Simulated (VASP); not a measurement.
# Na2Ta3 (P-3m1) in VASP: notebook

The runs below take Na2Ta3 through relaxation of cell and atoms, with PBE, RPBE, PBE+D2.

Everything below comes from runs of VASP 6.6.1. Logs are shortened: lines on timing, memory, paths and dates and some standing lists are left out, and cuts for length are marked.

## 1. The structure

Symmetry: P-3m1, No. 164, trigonal system. Conventional cell: a = 3.911 Å, b = 3.911 Å, c = 5.956 Å, α = 90.00°, β = 90.00°, γ = 120.00°. Around Na (site symmetry 3m) lie 7 Ta at 2.36 to 2.67 Å. Ta (site symmetry 3m) has 4 Na at 2.36 to 2.44 Å as nearest neighbours. Around Ta (site symmetry -3m) lie 6 Na at 2.67 Å.

The cell was built by a generator and needn't be a form met in nature.

## 2. Relaxation of cell and atoms, PBE

INCAR reads:

```
SYSTEM = Na2Ta3
ALGO = Normal
EDIFF = 1E-6
EDIFFG = -0.01
ENCUT = 600
GGA = PE
IBRION = 2
ISIF = 3
ISMEAR = 1
LASPH = .True.
LCHARG = .False.
LREAL = .False.
LWAVE = .False.
NELM = 60
NSW = 60
PREC = Accurate
SIGMA = 0.1
```

KPOINTS reads:

```
k-points
0
Gamma
  8 8 5
  0 0 0
```

POSCAR reads:

```
Na2Ta3
1.0
    3.9108538700      0.0000000000      0.0000000000
   -1.9554269300      3.3868988000      0.0000000000
    0.0000000000      0.0000000000      5.9564976100
Na Ta
2 3
Direct
    0.6666666700      0.3333333300      0.7613077200
    0.3333333300      0.6666666700      0.2386922800
    0.6666666700      0.3333333300      0.3511116200
    0.3333333300      0.6666666700      0.6488883800
    0.0000000000      0.0000000000      0.0000000000
```

Potentials or basis: VASP PAW PBE potentials, release 64 (Na_pv, Ta_pv).

The run is started by

```bash
$ cat potpaw_PBE.64/Na_pv/POTCAR potpaw_PBE.64/Ta_pv/POTCAR > POTCAR
$ mpirun -np 1 vasp_std > vasp.out
```

OUTCAR:

```text
SYSTEM = Na2Ta3
   EDIFF = 1E-6
   EDIFFG = -0.01
   ENCUT = 600
   GGA = PE
   IBRION = 2
   ISIF = 3
   ISMEAR = 1
   LASPH = .True.
   LREAL = .False.
   NELM = 60
   NSW = 60
   PREC = Accurate

 ion  position               nearest neighbor table
   1  0.667  0.333  0.761-   4 2.36   4 2.36   4 2.36   3 2.44   5 2.67   5 2.67   5 2.67
   2  0.333  0.667  0.239-   3 2.36   3 2.36   3 2.36   4 2.44   5 2.67   5 2.67   5 2.67
   3  0.667  0.333  0.351-   2 2.36   2 2.36   2 2.36   1 2.44   4 2.87   4 2.87   4 2.87   5 3.08
                             5 3.08   5 3.08
   4  0.333  0.667  0.649-   1 2.36   1 2.36   1 2.36   2 2.44   3 2.87   3 2.87   3 2.87   5 3.08
                             5 3.08   5 3.08
   5  0.000  0.000  0.000-   1 2.67   2 2.67   2 2.67   1 2.67   1 2.67   2 2.67   3 3.08   4 3.08
                             3 3.08   4 3.08   3 3.08   4 3.08

  LATTYP: Found a hexagonal cell.
 ALAT       =     3.9108538700
 C/A-ratio  =     1.5230683140

  Lattice vectors:

 A1 = (   3.9108538700,   0.0000000000,   0.0000000000)
 A2 = (  -1.9554269300,   3.3868988000,   0.0000000000)
 A3 = (   0.0000000000,   0.0000000000,   5.9564976100)

Analysis of symmetry for initial positions (statically):
=====================================================================
 Subroutine PRICEL returns:
 Original cell was already a primitive cell.

 Routine SETGRP: Setting up the symmetry group for a
 hexagonal supercell.

 Subroutine GETGRP returns: Found 12 space group operations
 (whereof 12 operations were pure point group operations)
 out of a pool of 24 trial point group operations.

The static configuration has the point symmetry D_3d.

Analysis of symmetry for dynamics (positions and initial velocities):
=====================================================================
 Subroutine PRICEL returns:
 Original cell was already a primitive cell.

 Routine SETGRP: Setting up the symmetry group for a
 hexagonal supercell.

 Subroutine GETGRP returns: Found 12 space group operations
 (whereof 12 operations were pure point group operations)
 out of a pool of 24 trial point group operations.

The dynamic configuration has the point symmetry D_3d.

 Subroutine INISYM returns: Found 12 space group operations
 (whereof 12 operations are pure point group operations),
 and found     1 'primitive' translations

----------------------------------------------------------------------------------------

                                     Primitive cell

  volume of cell :      78.8978

  direct lattice vectors                    reciprocal lattice vectors
     3.910853870  0.000000000  0.000000000     0.255698636  0.147627676  0.000000000
    -1.955426930  3.386898800  0.000000000     0.000000000  0.295255353  0.000000000
     0.000000000  0.000000000  5.956497610     0.000000000  0.000000000  0.167883892

  length of vectors
     3.910853870  3.910853866  5.956497610     0.295255352  0.295255353  0.167883892

  position of ions in fractional coordinates (direct lattice)
     0.666666670  0.333333330  0.761307720
     0.333333330  0.666666670  0.238692280
     0.666666670  0.333333330  0.351111620
     0.333333330  0.666666670  0.648888380
     0.000000000  0.000000000  0.000000000

  ion indices of the primitive-cell ions
   primitive index   ion index
                 1           1
                 2           2
                 3           3
                 4           4
                 5           5

----------------------------------------------------------------------------------------

 KPOINTS: k-points

Automatic generation of k-mesh.
 Grid dimensions read from file:
 generate k-points for:    8    8    5

 Generating k-lattice:

  Cartesian coordinates                     Fractional coordinates (reciprocal lattice)
     0.031962329  0.018453460  0.000000000     0.125000000  0.000000000  0.000000000
     0.000000000  0.036906919  0.000000000     0.000000000  0.125000000  0.000000000
     0.000000000  0.000000000  0.033576778     0.000000000  0.000000000  0.200000000

[... 44 lines left out ...]
 fundamental gap:      0.0212651970
 Fermi energy:         1.9678374416

 k-point     1 :       0.0000    0.0000    0.0000
  band No.  band energies     occupation
      1     -33.2898      2.00000
      2     -33.2898      2.00000
      3     -33.2643      2.00000
      4     -33.2643      2.00000
      5     -33.2227      2.00000
      6     -33.2227      2.00000
[... 733 lines left out ...]
     27       2.9511     -0.00000
     28       3.0997     -0.00000

 [... further k-points ...]
[... 5 lines left out ...]
  --------------------------------------------------------------------------------------
  -------------------------------------------------------------------------------------
  Total       -6.4373537     -6.4373536    -14.0921300     -0.0000000     -0.0000000      0.0000000
  in kB      -77.9827577    -77.9827575   -170.7134978     -0.0000002     -0.0000000      0.0000000
  external PRESSURE =    -108.8930043 kB  Pullay stress =       0.0000000 kB
[... 59 lines left out ...]
  FREE ENERGIE OF THE ION-ELECTRON SYSTEM (eV)
  ---------------------------------------------------
  free  energy   TOTEN  =       -27.0303394262 eV

  energy  without entropy=      -27.0304237956  energy(sigma->0) =      -27.03036755

 E-fermi :   3.2692     XC(G=0): -10.4179

 val. band max:        3.2420498113   @ k =   0.1250   0.1250   0.2000
 cond. band min:       3.2723244760   @ k =   0.2500   0.2500   0.0000
 fundamental gap:      0.0302746648
 Fermi energy:         3.2691780561

 k-point     1 :       0.0000    0.0000    0.0000
  band No.  band energies     occupation
      1     -31.7360      2.00000
      2     -31.7360      2.00000
      3     -31.6656      2.00000
      4     -31.6064      2.00000
      5     -31.6064      2.00000
      6     -31.5341      2.00000
[... 733 lines left out ...]
     27       4.4209     -0.00000
     28       4.5034     -0.00000

 [... further k-points ...]

[... ionic steps 4 to 14 ...]

--------------------------------------- Ionic step       15  -------------------------------------------

 number of electron      47.0000002 magnetization

------------------------ aborting loop because EDIFF is reached ----------------------------------------

  FORCE on cell =-STRESS in cart. coord.  units (eV):
  Direction    XX          YY          ZZ          XY          YZ          ZX
  --------------------------------------------------------------------------------------
  -------------------------------------------------------------------------------------
  Total        0.0399208      0.0399208     -0.0530529      0.0000000      0.0000000     -0.0000000
  in kB        0.6188848      0.6188848     -0.8224699      0.0000000      0.0000000     -0.0000000
  external PRESSURE =       0.1384333 kB  Pullay stress =       0.0000000 kB
[... 63 lines left out ...]
  energy  without entropy=      -28.2829135413  energy(sigma->0) =      -28.28164611

--------------------------------------- Ionic step       17  -------------------------------------------

 number of electron      47.0000003 magnetization

 Free energy of the ion-electron system (eV)
  ---------------------------------------------------
  ext. energy  EPLUGINS =         0.00000000
  ---------------------------------------------------
  free energy    TOTEN  =       -28.28105589 eV

  energy without entropy =      -28.28301191  energy(sigma->0) =      -28.28170790

 E-fermi :   3.4791     XC(G=0): -10.5791

 val. band max:        3.4714951121   @ k =   0.0000   0.3750   0.4000
 cond. band min:       3.4831053889   @ k =  -0.1250   0.5000   0.4000
 fundamental gap:      0.0116102768
 Fermi energy:         3.4790580158

 k-point     1 :       0.0000    0.0000    0.0000
  band No.  band energies     occupation
      1     -31.4923      2.00000
      2     -31.4923      2.00000
      3     -31.4727      2.00000
      4     -31.2248      2.00000
      5     -31.2248      2.00000
      6     -31.2217      2.00000
[... 733 lines left out ...]
     27       4.6122     -0.00000
     28       4.8037     -0.00000

 [... further k-points ...]
[... 5 lines left out ...]
  --------------------------------------------------------------------------------------
  -------------------------------------------------------------------------------------
  Total       -0.0238396     -0.0238396     -0.0332351     -0.0000000      0.0000000     -0.0000000
  in kB       -0.3693522     -0.3693522     -0.5149190     -0.0000000      0.0000000     -0.0000000
  external PRESSURE =      -0.4178744 kB  Pullay stress =       0.0000000 kB
[... 20 lines left out ...]
  FREE ENERGIE OF THE ION-ELECTRON SYSTEM (eV)
  ---------------------------------------------------
  free  energy   TOTEN  =       -28.2810558908 eV

  energy  without entropy=      -28.2830119096  energy(sigma->0) =      -28.28170790

 reached required accuracy - stopping structural energy minimisation
```

Wall time 15 min (1 thread of Intel Xeon Platinum 8259CL at 2.50GHz (Skylake/Cascade Lake), shared host); peak memory 0.28 GiB.

What came out:

| Quantity | Value |
| --- | --- |
| Free energy | -28.2811 eV |
| Relaxed volume | 20.68 Å³/atom |
| Relaxed cell | a = 4.578 Å, b = 4.578 Å, c = 5.698 Å, α = 90.00°, β = 90.00°, γ = 120.00° |
| Space group after relaxing (to 0.05 Å) | P-3m1 (No. 164) |
| Energy gained by relaxing | 872.9 meV/atom |
| Ionic steps | 17 |
| Pressure after relaxing | 0.0 GPa |
| Largest force after relaxing | 0.003 eV/Å |
| Band gap on the k mesh | none (metal or under the smearing width) |

Forces in eV/Å, atoms in the order of the input:
```
Na   0.000  0.000 -0.002
Na   0.000  0.000  0.002
Ta   0.000  0.000 -0.003
Ta   0.000  0.000  0.003
Ta   0.000  0.000  0.000
```

The path:
| step | energy change (eV) | largest force (eV/Å) | pressure (GPa) | volume (Å³) |
| --- | --- | --- | --- | --- |
| 1 | 0.0000 | 3.5229 | 39.58 | 78.90 |
| 2 | -2.1748 | 0.7899 | -10.89 | 132.26 |
| 3 | -3.1136 | 1.4787 | -2.02 | 107.75 |
| 4 | -3.6068 | 1.4603 | -1.85 | 107.14 |
| 5 | -4.0615 | 1.4679 | -0.59 | 104.71 |
| 6 | -4.2832 | 0.4490 | 0.32 | 102.83 |
| 7 | -4.2867 | 0.3017 | 0.16 | 103.04 |
| 8 | -4.3431 | 0.2811 | -0.16 | 103.40 |
| 9 | -4.3471 | 0.2700 | -0.22 | 103.49 |
| 10 | -4.3561 | 0.1422 | 0.23 | 102.97 |
| 11 | -4.3578 | 0.1712 | 0.54 | 102.64 |
| 12 | -4.3623 | 0.1085 | -0.25 | 103.72 |
| 13 | -4.3623 | 0.1071 | -0.29 | 103.74 |
| 14 | -4.3642 | 0.0148 | -0.02 | 103.38 |
| 15 | -4.3642 | 0.0099 | 0.01 | 103.35 |
| 16 | -4.3642 | 0.0105 | 0.02 | 103.36 |
| 17 | -4.3643 | 0.0034 | -0.04 | 103.41 |

Final structure:
```
CELL_PARAMETERS angstrom
4.57797 0.00000 0.00000
-2.28898 3.96464 0.00000
0.00000 0.00000 5.69762
ATOMIC_POSITIONS crystal
Na 0.66667 0.33333 0.85110
Na 0.33333 0.66667 0.14890
Ta 0.66667 0.33333 0.36454
Ta 0.33333 0.66667 0.63546
Ta 0.00000 0.00000 0.00000
```

Caveat: the volume moved by over 15 % at a fixed basis, so the end points are rough.

## 3. Relaxation of cell and atoms, RPBE

INCAR reads:

```
  PREC = Accurate
  ENCUT = 600
  EDIFF = 1E-6
  ISMEAR = 1
  SIGMA = 0.1
  LREAL = False
  LASPH = True
  NELM = 60
  ALGO = Fast
  ISIF = 3
  LWAVE = False
  LCHARG = False
  GGA = RP
  IBRION = 2
  NSW = 40
  EDIFFG = -0.005
```

KPOINTS reads:

```
Automatic mesh
0
Gamma
  8 8 5
```

POSCAR is that of step 2.

Potentials or basis: VASP PAW PBE potentials, release 64 (Na_pv, Ta_pv).

The run is started by

```bash
$ cat potpaw_PBE.64/Na_pv/POTCAR potpaw_PBE.64/Ta_pv/POTCAR > POTCAR
$ mpirun -np 1 vasp_std > vasp.out
```

It took 24 min on 1 thread of Intel Xeon Platinum 8259CL at 2.50GHz (Skylake/Cascade Lake), shared host; peak memory 0.28 GiB.

Results (log left out):

```
Free energy                            : -26.4241 eV
Relaxed volume                         : 21.33 Å³/atom
Relaxed cell                           : a = 4.623 Å, b = 4.623 Å, c = 5.761 Å, α = 90.00°, β = 90.00°, γ = 120.00°
Space group after relaxing (to 0.05 Å) : P-3m1 (No. 164)
Energy gained by relaxing              : 973.9 meV/atom
Ionic steps                            : 15
Pressure after relaxing                : 0.0 GPa
Band gap on the k mesh                 : none (metal or under the smearing width)
```

Forces in eV/Å, atoms in the order of the input:
```
Na   0.000  0.000  0.002
Na   0.000  0.000 -0.002
Ta   0.000  0.000  0.001
Ta   0.000  0.000 -0.001
Ta   0.000  0.000  0.000
```

The path:
```
step  energy change (eV)  largest force (eV/Å)  pressure (GPa)  volume (Å³)
   1              0.0000                3.5952           43.22        78.90
   2             -2.6313                0.7405          -10.23       138.13
   3             -3.6332                1.4258           -1.71       110.87
   4             -4.1190                1.4339           -1.60       110.36
   5             -4.5328                1.5354           -0.71       108.44
   6             -4.8007                0.2549            0.12       106.29
   7             -4.8024                0.3536            0.24       106.10
   8             -4.8435                0.3175           -0.16       106.65
   9             -4.8499                0.2902           -0.34       106.94
  10             -4.8617                0.1362            0.30       106.12
  11             -4.8624                0.1543            0.50       105.89
  12             -4.8671                0.1125           -0.26       107.02
  13             -4.8671                0.1111           -0.24       107.03
  14             -4.8692                0.0200           -0.02       106.68
  15             -4.8693                0.0022           -0.02       106.63
```

Final structure:
```
Na Ta
1.0
     4.62277    0.00000    0.00000
    -2.31138    4.00343    0.00000
     0.00000    0.00000    5.76140
Na Ta
2 3
Direct
  0.66667 0.33333 0.85106
  0.33333 0.66667 0.14894
  0.66667 0.33333 0.36522
  0.33333 0.66667 0.63478
  0.00000 0.00000 0.00000
```

Levels at points of the mesh, in eV from the Fermi level:
```tsv
k point	band 21	band 22	band 23	band 24	band 25	band 26	band 27	band 28
(0.00, 0.00, 0.00)	-0.65	-0.65	-0.63	-0.63	0.40	1.28	1.28	1.46
(0.50, 0.00, 0.00)	-0.81	-0.63	-0.49	0.58	0.83	0.92	1.18	1.30
```

Caveat: the volume moved by over 15 % at a fixed basis, so the end points are rough; the PAW data sets were made with another functional, which shifts forces and pressure a little.

## 4. Relaxation of cell and atoms, PBE+D2 (volume scaled by 1.15)

run.py reads:

```python
from ase.calculators.vasp import Vasp
from ase.filters import FrechetCellFilter
from ase.io import read
from ase.optimize import BFGSLineSearch

atoms = read('POSCAR')
calc = Vasp(
    directory='calc',
    xc='pbe',
    pp='PBE',
    setups='minimal',
    pp_version='54',
    prec='Accurate',
    encut=580,
    ediff=1e-07,
    ismear=-1,
    sigma=0.02,
    lreal=False,
    lasph=True,
    nelm=100,
    algo='Normal',
    isif=2,
    lwave=False,
    lcharg=False,
    ivdw=1,
    kpts=[8, 8, 5],
    gamma=True,
)
atoms.calc = calc
opt = BFGSLineSearch(FrechetCellFilter(atoms), trajectory='relax.traj')
converged = opt.run(fmax=0.01, steps=40)
print('converged:', converged)

print('energy (eV):', atoms.get_potential_energy())
print('free energy (eV):', atoms.get_potential_energy(force_consistent=True))
print('forces (eV/A):')
print(atoms.get_forces())
print('stress (eV/A^3, Voigt):', atoms.get_stress())
print('Fermi level (eV):', calc.get_fermi_level())
print('cell (A, degrees):', atoms.cell.cellpar())
print('volume (A^3):', atoms.get_volume())
print('scaled positions:')
print(atoms.get_scaled_positions())
```

Changes to POSCAR since step 3:

```diff
@@ -2,5 +2,5 @@
 1.0
-    3.9108538700      0.0000000000      0.0000000000
-   -1.9554269300      3.3868988000      0.0000000000
-    0.0000000000      0.0000000000      5.9564976100
+    4.0973607436      0.0000000000      0.0000000000
+   -2.0486803666      3.5484184904      0.0000000000
+    0.0000000000      0.0000000000      6.2405603195
 Na Ta
```

Potentials or basis: VASP PAW PBE potentials, release 54 (Na, Ta).

The run is started by

```bash
$ python run.py
```

Run time: 17 min. Hardware: 1 thread of Intel Xeon Platinum 8259CL at 2.50GHz (Skylake/Cascade Lake), shared host; peak memory 0.27 GiB.

Results (log left out):

- Free energy: -33.7612 eV
- Relaxed volume: 20.59 Å³/atom
- Relaxed cell: a = 4.559 Å, b = 4.559 Å, c = 5.720 Å, α = 90.00°, β = 90.00°, γ = 120.00°
- Space group after relaxing (to 0.05 Å): P-3m1 (No. 164)
- Energy gained by relaxing: 530.0 meV/atom
- Ionic steps: 9
- Pressure after relaxing: 0.0 GPa
- Band gap on the k mesh: none (metal or under the smearing width)
- Dispersion energy per atom: -1.093 eV

The path:
```tsv
step	energy change (eV)	largest force (eV/Å)	pressure (GPa)	volume (Å³)
1	0.0000	2.6570	10.25	90.73
2	-1.6003	1.5931	0.35	100.76
3	-2.2601	0.5266	-2.70	105.19
4	-2.4694	0.4091	-1.57	104.12
5	-2.6139	0.3001	-0.12	102.60
6	-2.6441	0.1104	0.51	102.11
7	-2.6483	0.0681	0.43	102.34
8	-2.6497	0.0150	0.10	102.84
9	-2.6498	0.0005	0.00	102.97
```

Final structure:
```yaml
crystal:
  lattice:
    - [4.55943, 0.00000, 0.00000]
    - [-2.27972, 3.94859, 0.00000]
    - [0.00000, 0.00000, 5.71970]
  atoms:
    - { symbol: Na, position: [0.66667, 0.33333, 0.86323] }
    - { symbol: Na, position: [0.33333, 0.66667, 0.13677] }
    - { symbol: Ta, position: [0.66667, 0.33333, 0.37809] }
    - { symbol: Ta, position: [0.33333, 0.66667, 0.62191] }
    - { symbol: Ta, position: [0.00000, 0.00000, 0.00000] }
```

Levels at points of the mesh, in eV from the Fermi level:
| k point | band 6 | band 7 | band 8 | band 9 | band 10 | band 11 | band 12 |
| --- | --- | --- | --- | --- | --- | --- | --- |
| (0.00, 0.00, 0.00) | -0.74 | -0.74 | -0.62 | -0.62 | 0.39 | 1.30 | 1.34 |
| (0.50, 0.00, 0.00) | -0.87 | -0.53 | -0.39 | 0.57 | 0.73 | 1.06 | 1.26 |

Caveat: atom-pairwise D2, TS and ULG terms overbind metals; pairwise dispersion overbinds metals, which lowers pressure and volume.

## 5. Summary

```tsv
level	potentials or basis	cell	cutoff (eV)	smearing	optimiser	gap on the mesh (eV)	pressure (GPa)	relaxed volume (Å³/atom)
PBE	VASP PAW PBE potentials, release 64 (Na_pv, Ta_pv)	relaxed	600	methfessel-paxton 0.1 eV	-	none	0.0	20.68
RPBE	VASP PAW PBE potentials, release 64 (Na_pv, Ta_pv)	relaxed	600	methfessel-paxton 0.1 eV	-	none	0.0	21.33
PBE+D2	VASP PAW PBE potentials, release 54 (Na, Ta)	relaxed from: volume scaled by 1.15	580	fermi-dirac 0.02 eV	BFGSLineSearch	none	0.0	20.59
```

Alike in all rows: task relaxation of cell and atoms; no spin polarisation; k mesh 8 × 8 × 5.

Caveats: the volume moved by over 15 % at a fixed basis, so the end points are rough (some runs); the PAW data sets were made with another functional, which shifts forces and pressure a little (some runs); atom-pairwise D2, TS and ULG terms overbind metals (some runs); pairwise dispersion overbinds metals, which lowers pressure and volume (some runs).

Absolute energies hang on the potentials; compare differences alone.
